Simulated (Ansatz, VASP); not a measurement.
# Cross-check of Sb (Antimony) between VASP and Ansatz

Wanted: the spread between two codes on one cell, functional and k mesh. The cell is taken from a series of runs on this material, whose earlier steps may have relaxed, scaled, displaced or heated it; both programs get it as it stands.

Program: Ansatz 0.2.0. Level of theory: plane waves, with VASP 6.6.1 beside it; PBEsol. Results are calculated unless marked as measured.

### 1. Set-up

The structure is trigonal, space group R-3m (No. 166). The conventional cell has a = 4.342 Å, b = 4.342 Å, c = 10.841 Å, α = 90.00°, β = 90.00°, γ = 120.00°. Sb has 6 Sb at 2.93 to 3.27 Å nearest.

Coordinates:

```cif
data_structure
_symmetry_space_group_name_H-M 'P 1'
_symmetry_Int_Tables_number 1
_cell_length_a 4.3980
_cell_length_b 4.3980
_cell_length_c 4.3980
_cell_angle_alpha 59.157
_cell_angle_beta 59.157
_cell_angle_gamma 59.157
_cell_volume 59.00
loop_
_atom_site_label
_atom_site_type_symbol
_atom_site_fract_x
_atom_site_fract_y
_atom_site_fract_z
_atom_site_occupancy
Sb1 Sb 0.23657 0.23657 0.23657 1
Sb2 Sb 0.76343 0.76343 0.76343 1
```

### 2. VASP: zone-centre phonons, PBEsol

Second derivatives magnify differences that forces hide, and they need a tight electronic threshold.

Lines of VASP's logs that name or quote its potential files are left out, and so is its time.

File INCAR:

```
SYSTEM = Sb
PREC = Accurate
ENCUT = 500
EDIFF = 1E-08
NELM = 120
ISMEAR = 1
SIGMA = 0.2
LREAL = .FALSE.
ALGO = Normal
GGA = PS
NBANDS = 11
LORBIT = 11
LWAVE = .FALSE.
LCHARG = .FALSE.
ISIF = 2
IBRION = 8
LASPH = .TRUE.
GGA_COMPAT = .FALSE.
KPAR = 2
```

File POSCAR:

```
Sb
1.0
    2.1709275997      1.2533856341      3.6136781687
   -2.1709275997      1.2533856341      3.6136781687
    0.0000000000     -2.5067712682      3.6136781687
Sb
2
Direct
    0.2365720277      0.2365720269      0.2365720277
    0.7634279723      0.7634279715      0.7634279723
```

File KPOINTS:

```
Automatic mesh
0
Gamma
12 12 12
0 0 0
```

PAW data sets: Sb (PBE family, release 64).

Launch:

```
$ mpirun -np 2 vasp_std
```

Numbers of over 12 decimals in the logs are rounded to 6 here.

The log of the run:

```text
[banner, memory and clock lines left out]
running    2 mpi-ranks, on    1 nodes
 distrk:  each k-point on    1 cores,    2 groups
 distr:  one band on    1 cores,    1 groups

 POSCAR found type information on POSCAR Sb
 POSCAR found :  1 types and       2 ions
|                                                                             |
|               ----> ADVICE to this user running VASP <----                  |
|                                                                             |
|     You enforced a specific xc type in the INCAR file but a different       |
|     [... a line on the potential file left out ...]
|     I HOPE YOU KNOW WHAT YOU ARE DOING!                                     |
|                                                                             |

 LDA part: xc-table for (Slater+PW92), standard interpolation
 POSCAR, INCAR and KPOINTS ok, starting setup
 FFT: planning ... GRIDC
 FFT: planning ... GRID_SOFT
 FFT: planning ... GRID
 WAVECAR not read
 entering main loop
       N       E                     dE             d eps       ncg     rms          rms(c)
DAV:   1     0.341657550746E+02    0.34166E+02   -0.35507E+03  4158   0.692E+02
DAV:   2    -0.730934487940E+01   -0.41475E+02   -0.40175E+02  5674   0.113E+02
DAV:   3    -0.911216901951E+01   -0.18028E+01   -0.17897E+01  5060   0.263E+01
DAV:   4    -0.912744605714E+01   -0.15277E-01   -0.15275E-01  4705   0.288E+00
DAV:   5    -0.912762089206E+01   -0.17483E-03   -0.17483E-03  4784   0.344E-01    0.290E+00
DAV:   6    -0.911909482384E+01    0.85261E-02   -0.19549E-03  4719   0.273E-01    0.174E+00
DAV:   7    -0.911380909284E+01    0.52857E-02   -0.48306E-03  4584   0.419E-01    0.588E-02
DAV:   8    -0.911383783478E+01   -0.28742E-04   -0.12098E-04  4740   0.767E-02    0.169E-02
DAV:   9    -0.911384461567E+01   -0.67809E-05   -0.13058E-05  4677   0.232E-02    0.512E-03
DAV:  10    -0.911384413100E+01    0.48467E-06   -0.18444E-06  4731   0.751E-03    0.770E-04
DAV:  11    -0.911384419308E+01   -0.62086E-07   -0.13921E-07  4716   0.243E-03    0.461E-04
DAV:  12    -0.911384423482E+01   -0.41736E-07   -0.13651E-08  3836   0.661E-04    0.883E-05
DAV:  13    -0.911384423982E+01   -0.49979E-08   -0.15329E-09  2361   0.264E-04
   1 F= -.91138442E+01 E0= -.91146008E+01  d E =0.226963E-02
 Linear response reoptimize wavefunctions to high precision
DAV:   1    -0.911384424081E+01   -0.99760E-09   -0.16535E-10  2670   0.103E-04
DAV:   2    -0.911384424084E+01   -0.21657E-10   -0.22159E-11  2262   0.411E-05
 Linear response DOF=           2
 Linear response progress:
  Degree of freedom:   1/  2
       N       E                     dE             d eps       ncg     rms          rms(c)
RMM:   1    -0.250867956004E-01   -0.25087E-01    0.25417E-02 38641   0.118E+00
RMM:   2    -0.248614589099E-01    0.22534E-03   -0.16051E-03 30156   0.238E-01    0.486E-02
RMM:   3    -0.248706513024E-01   -0.91924E-05   -0.42055E-05 31676   0.389E-02    0.291E-02
RMM:   4    -0.249391561887E-01   -0.68505E-04   -0.20983E-05 31831   0.210E-02    0.207E-03
RMM:   5    -0.249458105211E-01   -0.66543E-05   -0.14392E-06 32741   0.353E-03    0.983E-04
RMM:   6    -0.249477236866E-01   -0.19132E-05    0.15344E-07 32456   0.901E-04    0.274E-04
RMM:   7    -0.249469010423E-01    0.82264E-06    0.42742E-07 33230   0.223E-04    0.802E-05
RMM:   8    -0.249468564539E-01    0.44588E-07    0.61564E-08 33533   0.699E-05    0.163E-05
RMM:   9    -0.249468358891E-01    0.20565E-07    0.21662E-08 33562   0.193E-05    0.208E-06
RMM:  10    -0.249468378088E-01   -0.19197E-08   -0.82167E-09 33280   0.571E-06    0.642E-07
 first order change of Fermi-energy  -0.16980E-04
 force on displaced ion       1 direction 1 :  -1.635   0.000   0.000
 Linear response progress:
  Degree of freedom:   2/  2
       N       E                     dE             d eps       ncg     rms          rms(c)
RMM:   1    -0.258525059444E-01   -0.25853E-01    0.17230E-02  8090   0.119E+00
RMM:   2    -0.247321406637E-01    0.11204E-02   -0.15486E-03  6514   0.245E-01    0.460E-02
RMM:   3    -0.246363498208E-01    0.95791E-04   -0.40001E-05  6888   0.418E-02    0.278E-02
RMM:   4    -0.245713468784E-01    0.65003E-04   -0.25299E-05  6764   0.247E-02    0.653E-03
RMM:   5    -0.245835116544E-01   -0.12165E-04   -0.80080E-07  6984   0.514E-03    0.233E-03
RMM:   6    -0.245859805162E-01   -0.24689E-05   -0.55722E-08  7002   0.102E-03    0.781E-04
RMM:   7    -0.245851250733E-01    0.85544E-06    0.13035E-08  7081   0.279E-04    0.192E-04
RMM:   8    -0.245851333691E-01   -0.82958E-08    0.38676E-09  7145   0.609E-05    0.301E-05
 first order change of Fermi-energy  -0.38660E+00
 force on displaced ion       1 direction 3 :   0.000  -0.000  -4.411
 Linear response finished
```

Parts of OUTCAR (step 2):

```text
ion  position               nearest neighbor table
   1  0.237  0.237  0.237-   2 2.93   2 2.93   2 2.93   2 3.27   2 3.27   2 3.27
   2  0.763  0.763  0.763-   1 2.93   1 2.93   1 2.93   1 3.27   1 3.27   1 3.27

  LATTYP: Found a trigonal (rhomboedric) cell.
 ALAT       =     4.3980191107
 COS(alpha) =     0.5126887345

 Subroutine GETGRP returns: Found 12 space group operations
 (whereof 12 operations were pure point group operations)

The static configuration has the point symmetry D_3d.

 Found    189 irreducible k-points:

   k-points           NKPTS =    189   k-points in BZ     NKDIM =    189   number of bands    NBANDS=     11

   dimension x,y,z NGX =    32 NGY =   32 NGZ =   32
   dimension x,y,z NGXF=    64 NGYF=   64 NGZF=   64

   ENCUT  =  500.0 eV  36.75 Ry    6.06 a.u.   8.02  8.02  8.02*2*pi/ulx,y,z

   NELECT =      10.0000    total number of electrons

 k-points in reciprocal lattice and weights: Automatic mesh
   0.00000000  0.00000000  0.00000000       0.001
   0.08333333  0.00000000  0.00000000       0.003
   0.16666667 -0.00000000  0.00000000       0.003
   0.25000000  0.00000000  0.00000000       0.003
   0.33333333 -0.00000000  0.00000000       0.003
   0.41666667  0.00000000  0.00000000       0.003
   0.50000000  0.00000000  0.00000000       0.002
   0.08333333  0.08333333  0.00000000       0.003
   0.16666667  0.08333333  0.00000000       0.007
[...]
-0.41666667  0.50000000  0.41666667       0.003
   0.50000000  0.50000000  0.50000000       0.001

 average (electrostatic) potential at core
       1 -85.4257       2 -85.4257

  Total        0.0646423      0.0646423      0.3689704      0.0000000      0.0000000      0.0000000
  in kB        1.7554819      1.7554819     10.0200833      0.0000000      0.0000000      0.0000000
  external PRESSURE =       4.5103491 kB  Pullay stress =       0.0000000 kB

  energy-cutoff  :      500.00
  volume of cell :       59.00
      direct lattice vectors                 reciprocal lattice vectors
     2.170927600  1.253385634  3.613678169     0.230316294  0.132973175  0.092242119
    -2.170927600  1.253385634  3.613678169    -0.230316294  0.132973175  0.092242119
     0.000000000 -2.506771268  3.613678169     0.000000000 -0.265946349  0.092242119

 POSITION                                       TOTAL-FORCE (eV/Angst)
 -----------------------------------------------------------------------------------
      0.00000     -0.00000      2.56469         0.000000      0.000000      0.043425
      0.00000     -0.00000      8.27635         0.000000      0.000000     -0.043425
 -----------------------------------------------------------------------------------
    total drift:                               -0.000001      0.000000      0.000001

 Eigenvectors and eigenvalues of the dynamical matrix
 ----------------------------------------------------

   1 f  =    4.208211 THz    26.440969 2PiTHz  140.370809 cm-1    17.403754 meV
             X         Y         Z           dx          dy          dz
      0.000000 -0.000000  2.564686    -0.000000    0.000000    0.707107
      0.000000 -0.000000  8.276349     0.000000    0.000000   -0.707107

   2 f  =    2.561864 THz    16.096664 2PiTHz   85.454571 cm-1    10.595012 meV
             X         Y         Z           dx          dy          dz
      0.000000 -0.000000  2.564686    -0.000002    0.707107   -0.000000
      0.000000 -0.000000  8.276349     0.000002   -0.707107    0.000000

   3 f  =    2.561864 THz    16.096664 2PiTHz   85.454571 cm-1    10.595012 meV
             X         Y         Z           dx          dy          dz
      0.000000 -0.000000  2.564686    -0.707107   -0.000002    0.000000
      0.000000 -0.000000  8.276349     0.707107    0.000002    0.000000

   4 f  =    0.000000 THz     0.000000 2PiTHz    0.000001 cm-1     0.000000 meV
             X         Y         Z           dx          dy          dz
      0.000000 -0.000000  2.564686     0.702693   -0.078885    0.000000
      0.000000 -0.000000  8.276349     0.702693   -0.078885    0.000000

   5 f  =    0.000000 THz     0.000000 2PiTHz    0.000001 cm-1     0.000000 meV
             X         Y         Z           dx          dy          dz
      0.000000 -0.000000  2.564686     0.078885    0.702693   -0.000000
      0.000000 -0.000000  8.276349     0.078885    0.702693    0.000000

   6 f  =    0.000000 THz     0.000000 2PiTHz    0.000000 cm-1     0.000000 meV
             X         Y         Z           dx          dy          dz
      0.000000 -0.000000  2.564686    -0.000000    0.000000    0.707107
      0.000000 -0.000000  8.276349     0.000000    0.000000    0.707107

 ELASTIC MODULI CONTR FROM IONIC RELAXATION (kBar)
 Direction    XX          YY          ZZ          XY          YZ          ZX
 --------------------------------------------------------------------------------
 XX         -85.0580    -66.8162   -125.2277     -0.0000     43.6081      0.0000
 YY         -66.8162    -85.0580   -125.2277      0.0000    -43.6081     -0.0000
 ZZ        -125.2277   -125.2277   -206.5127     -0.0000      0.0000      0.0000
 XY          -0.0000      0.0000     -0.0000     -9.1209      0.0000     41.3244
 YZ          43.6081    -43.6081      0.0000      0.0000   -208.4956     -0.0000
 ZX           0.0000     -0.0000      0.0000     41.3244     -0.0000   -187.2300
 --------------------------------------------------------------------------------
```

### 3. Ansatz: zone-centre phonons, PBEsol

Ansatz runs on its PAW soft_1 files.

The same cell, functional, mesh and smearing now go to Ansatz, which takes its cutoff from its data sets.

File input.yaml:

```yaml
crystal:
  lattice:
    - [2.1709275997, 1.2533856341, 3.6136781687]
    - [-2.1709275997, 1.2533856341, 3.6136781687]
    - [0.0, -2.5067712682, 3.6136781687]
  atoms:
    - { symbol: Sb, position: [0.236572028, 0.2365720272, 0.236572028] }
    - { symbol: Sb, position: [0.763427972, 0.7634279728, 0.763427972] }
kpoints:
  mp_grid: { grid: [12, 12, 12] }
hamiltonian:
  xc: pbesol
  pseudopotentials: { kind: paw, azcp: { folder: soft_1 }, xc_functional: pbe }
scf:
  occupations: { method: methfessel_paxton, width: 0.2 }
output:
  eigenvalues: true
phonons:
  method: dfpt
```

Launch:

```
$ ansatz run input.yaml --threads 4 --pin off --max-ram 10240MiB --backend cpu --events-out ev --progress --plain --runs-dir out
```

The log of the run:

```text
Engine: ansatz 0.2.0, x86_64-unknown-linux-gnu
Pseudopotentials: kind: paw
Pseudopotential: Sb, paw, valence charge 15, recommended cutoff 420 eV (normal), soft_1/Sb.paw.azcp
Functional definition: PBEsol
  exchange = pbesol_x
  correlation = pbesol_c
Crystal: 2 atoms, lattice volume = 58.997 Å³
Basis set: ecut = 420 eV, 1171 PW (Γ), exchange–correlation on 60×60×60 points (8 copies of the dense FFT grid, shifted against one another)
Bands: 19, of which v1, the nominal top of the filled ones, is band 15 counted from 1 (14 counted from 0)
Symmetry: 12 space group operations
k-points: 476 of 1728 (irreducible under 2 space group operations, time reversal used)
Non-local potential: Sb, projectors of the file, l = 0: 2, l = 1: 2, l = 2: 2, l = 3: 1
PAW form: soft (Blöchl's): semilocal exchange-correlation on the pseudo side does not see the compensation charge
PAW frozen core: Sb, regenerated for the run's functional, and the local potential with it (the file was generated under x = pbe(κ = 0.804, μ = 0.219515), c = pbe(β = 0.066725))
PAW one-centre angular grid: Sb, 590 points (default); XC on 64 Gauss nodes
Initial density: superposition of atomic densities (chi_scale 0.1, normalization cell)
Initial wavefunctions: pseudopotential atomic-orbital guess
Functional: x = pbesol(κ = 0.804, μ = 0.123457), c = pbesol(β = 0.046)
SCF iter   1: F=—  HF=-12816.333926 eV  |F-HF|=—  |Δ(HF+E_count)|=         —  Δρ=1.45e-2  dr2=9.35e-2  ethr=3.10e-3  ⟨swp⟩=5.9  Hψ=46968  notcnv=0
preconditioner: auto → none  [insulator: Δε(μ)=0.175 eV  Ē_g=8.743 eV  σ=0.200 eV  W_gap=0.67  n_scr=14 (ndim 8)  ℏωp=15.3 eV  f_vac=0.000  D(μ)=0.17/eV (n_scr^D=0)  ε∞_Penn≈4.1]
SCF iter   2: F=—  HF=-12816.323781 eV  |F-HF|=—  |Δ(HF+E_count)|=   1.01e-2  S|Δr|=    0.00e0  Δρ=6.97e-3  dr2=2.08e-2  ethr=3.12e-4  ⟨swp⟩=1.0  Hψ=12852  notcnv=0
SCF iter   3: F=—  HF=-12816.323030 eV  |F-HF|=—  |Δ(HF+E_count)|=   7.51e-4  S|Δr|=    0.00e0  Δρ=5.36e-4  dr2=2.13e-4  ethr=6.92e-5  ⟨swp⟩=1.1  Hψ=9249  notcnv=0
SCF iter   4: F=—  HF=-12816.323031 eV  |F-HF|=—  |Δ(HF+E_count)|=   1.51e-6  S|Δr|=    0.00e0  Δρ=2.68e-4  dr2=4.04e-5  ethr=7.10e-7  ⟨swp⟩=2.0  Hψ=16196  notcnv=0
SCF iter   5: F=—  HF=-12816.323021 eV  |F-HF|=—  |Δ(HF+E_count)|=   1.03e-5  S|Δr|=    0.00e0  Δρ=9.63e-5  dr2=5.96e-6  ethr=1.35e-7  ⟨swp⟩=2.1  Hψ=16262  notcnv=0
SCF iter   6: F=—  HF=-12816.323019 eV  |F-HF|=—  |Δ(HF+E_count)|=   2.20e-6  S|Δr|=    0.00e0  Δρ=2.36e-5  dr2=3.20e-7  ethr=1.99e-8  ⟨swp⟩=2.9  Hψ=16319  notcnv=0
SCF iter   7: F=—  HF=-12816.323018 eV  |F-HF|=—  |Δ(HF+E_count)|=   1.40e-7  S|Δr|=    0.00e0  Δρ=3.24e-6  dr2=6.24e-9  ethr=1.07e-9  ⟨swp⟩=2.0  Hψ=16188  notcnv=0
SCF iter   8: F=—  HF=-12816.323018 eV  |F-HF|=—  |Δ(HF+E_count)|=   2.16e-9  S|Δr|=    0.00e0  Δρ=2.63e-7  dr2=2.94e-11  ethr=2.08e-11  ⟨swp⟩=2.0  Hψ=16315  notcnv=0
SCF iter   9: F=-12816.323018 eV  HF=-12816.323018 eV  |F-HF|=9.09e-12  |Δ(HF+E_count)|=  1.82e-12  S|Δr|=    0.00e0  Δρ=2.87e-8  dr2=3.35e-13  ethr=1.00e-12  ⟨swp⟩=6.1  Hψ=42235  notcnv=0
SCF 1 converged in 9 iterations: F = -12816.323018 eV  dr2 = 3.35e-13
  greatest PAW one-centre occupation: 0.996 electrons in one spin orbital (limit 2), on the Sb atom at site 1 (counted from 0), in its partial waves of l = 2
DFPT response loops at Γ: preconditioner auto → Kerker (q_TF=auto, 2.437 Å⁻¹) (partly filled bands, converged f_vac=0.000); β = 1.00, the filter's whole step (`scf.mixing.beta` (0.50) is not read by the response loops under this deck's `scf.mixing.preconditioner`; to damp them name `kerker` or `kerker_dos`, under which they read `scf.mixing.beta`, and type it under 1.00, their step now; both keys bind the ground state too); Broyden in place of MSR1
SCF converged after 9 iterations
Stability not checked: this state was not tested for a lower state beside it, because cold or Methfessel-Paxton smearing, or corrected tetrahedra, fill the levels in a way that the test cannot read (fill_not_monotonic; see scf.lower_state_search)
Free energy (F): -12816.323018 eV
Harris-Foulkes:  -12816.323018 eV  (|F-HF|=9.09e-12)
Internal energy: -12816.325282 eV  (E = F + TS)
E sigma→0 (E₀):  -12816.323584 eV
Entropy (-TS):   0.002263 eV (1.132 meV/atom)
Fermi energy:    10.385572 eV
--- Per-component energies (eV) ---
  E_band       = -325.125734
  E_kinetic    = 326.351845
  E_local      = -3119.683475  (includes V_loc(G=0)·N_el)
  E_nonlocal   = 782.567916
  E_hartree    = 1290.778313
  E_xc         = -196.820942
  E_vxc        = -182.090709  (∫ρ·V_xc dr)
  E_paw        = -8935.022324  (= ΣΔE_a)
  E_vpaw       = -713.828173  (= ΣTr[D̂ρ^β])
  E_aug_tail   = 0.000270  (compensation charges beyond the density's cutoff)
  E_ewald      = -2965.160595
  E_core_change = 0.663710  (= ΣΔE_core)
  E_smearing   = 0.002263  (= −TS)
  E_closure    = -0.000000  (closes the sum)
  Σ components = -12816.323018   (vs F -12816.323018, Δ=0.00e0)
--- Band table (eV; the first three rows and the last of 476) ---
  k-point 0: bands = [... 11 lower, 5.7997, 8.5711, 8.5711, 8.6502, 12.8883, 13.3509, 13.3509, 15.3448]
  k-point 1: bands = [... 11 lower, 5.3971, 8.5684, 8.6375, 8.8216, 12.7582, 13.1102, 13.1298, 15.0943]
  k-point 2: bands = [... 11 lower, 4.4971, 8.5690, 8.6622, 9.2246, 12.3342, 12.5199, 12.6001, 14.9741]
  k-point 475: bands = [... 11 lower, 1.2633, 9.1528, 9.1528, 9.8939, 10.2834, 10.2834, 11.2406, 17.9433]
--- Phonons (Γ-DFPT): 2 representative perturbations + reference, on 476 of 1728 k-points (Σ response iterations 6) ---
  k mesh reduced under 2 symmetry operations, with k and −k counted as one. Each operation leaves every solved perturbation unchanged. A smaller set is not used because it would not reduce the number of displacements times k-points to solve
  ASR residual: 3.876e-5 → 0.000e0 eV/Å²; symmetrization residual: 2.264e-5 eV/Å²
  ASR residual per site (eV/Å²): 3.88e-5 3.88e-5
  Γ frequencies (cm⁻¹): 0.00 0.00 0.00 81.54 81.54 137.79
  non-analytic LO–TO correction: not included (Born effective charges unavailable; polar crystals: no LO–TO splitting at Γ)
```

### 4. Differences

Known differences besides the potentials themselves: the data sets hold 30 valence electrons in Ansatz (on its PAW soft_1 files) and 10 in VASP; the cutoff is 420 eV in Ansatz and 500 eV in VASP; Ansatz makes its cores anew for this functional, VASP keeps those of its PBE data sets. Total energies have different zeros and are not compared.

Both answers:

| quantity | Ansatz | VASP | difference |
| --- | --- | --- | --- |
| optical mode 1 to 2 (cm⁻¹) | 81.5 | 85.5 | -4.58 % |
| optical mode 3 (cm⁻¹) | 137.8 | 140.4 | -1.84 % |

Modes are paired by rising frequency, not by their patterns, so a pair may set unlike modes beside each other; they are those without the splitting of longitudinal modes.

### 5. Results

| Item | Value |
| --- | --- |
| r.m.s. difference of the optical zone-centre modes, each program's sorted by frequency (zone-centre phonons, PBEsol) | 3.5 cm⁻¹ |
| difference in optical mode 1 to 2 (zone-centre phonons, PBEsol) | -4.6 % |

What this shows: The r.m.s. difference of the optical zone-centre modes, each program's sorted by frequency is 3.5 cm⁻¹ (zone-centre phonons, PBEsol). The data sets hold unlike numbers of valence electrons (30 in Ansatz and 10 in VASP), so part of the differences may come from the potentials. Among the rows given in per cent, the largest difference of the zone-centre phonons, PBEsol pair is in optical mode 1 to 2, -4.6 %. How closely two codes agree says nothing of how well the functional describes the real material.

[Lines on the potential files, build, host, timing and source positions are cut from VASP's logs without a mark.]

[Logs are printed without paths, hosts, clocks, repeated set-up lines and the standing remarks that a program may print on its own settings, such as how far it seeks lower states.]

[Hosts, paths, dates, database ids (printed as entryN), source tags and the programs' standing remarks are cut or masked in the printed files.]
